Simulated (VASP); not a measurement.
**NaCl: energy against volume**

NaCl (rock salt, Fm-3m, 21.858 Å³/atom and stress up to 0.11 GPa in the relaxed cell, cube axes along x, y and z) under an equal strain ε along all three axes. PBEsol in VASP (plane waves, PAW), 480 eV, 10×10×10 Γ-centred mesh, Gaussian smearing 0.05 eV; ions are relaxed, or left where forces stay under 0.02 eV/Å, within the symmetry of each cell.

Here V stands for volume and E for E less E0.

| volume (Å³/atom) | E less E0 (meV/atom) | pressure (GPa) |
|---|---|---|
| 20.5725 | 8.76 | 1.98 |
| 20.8890 | 5.17 | 1.46 |
| 21.2087 | 2.55 | 0.97 |
| 21.5317 | 0.84 | 0.52 |
| 21.8579 | 0.00 | 0.11 |
| 22.1874 | -0.01 | -0.28 |
| 22.5202 | 0.73 | -0.64 |
| 22.8563 | 2.21 | -0.97 |
| 23.1958 | 4.39 | -1.27 |
| 23.8847 | ? | ? |

Problem. Fit E against V with the third-order Birch-Murnaghan form, a cubic in V^(-2/3), and predict the withheld value at V = 23.8847.

Solution. With u = V^(-2/3) - 0.128, the rows have u = 0.005191, 0.003842, 0.002514, 0.001206, -0.000083, -0.001353, -0.002604, -0.003836, -0.005050. Least squares gives E = 0.032 + 372.3·u + 248300·u² + 747318·u³. Residuals (row less fit): 0.000, 0.000, 0.001, -0.003, -0.003, 0.009, -0.003, -0.005, 0.002; standard error 0.005 (degrees of freedom: 5). Its minimum lies at u = -0.000752, so V0 = (0.127248)^(-3/2) = 22.03. There d²E/du² = 493200 and d³E/du³ = 4484000, so B0 = (4/9) × 22.03^(-7/3) × 493200 × 0.160218 = 25.8 GPa (the last factor turns the table's units into GPa), and B0' = 4 + (2/3) × 0.127248 × (4484000)/493200 = 4.8. B0' rests on the cubic coefficient alone and has a standard error of 0.1 from these residuals. At the withheld row, u = -0.007426, so E = 0.032 + 372.3 × (-0.007426) + 248300 × (-0.007426)² + 747318 × (-0.007426)³ = 10.654 meV/atom. The calculation gives 10.67 meV/atom, 0.016 meV/atom above the prediction (0.1 % of the range of E in the table). The row lies outside the fitted rows, so this is an extrapolation. The scatter of the fitted rows lies at the last printed digit.

Other structures, which can take over under pressure, weren't tried. The same form fitted to the pressure column gives B0' = 4.7; series where the two differ by over 0.4 aren't shown. Rows are the converged runs of the series near zero and its far end, less any whose ions stayed unrelaxed beside relaxed ones; series whose fitted rows scatter by over a few per cent of the range, as at a crossing or softening among them, aren't shown in this form.
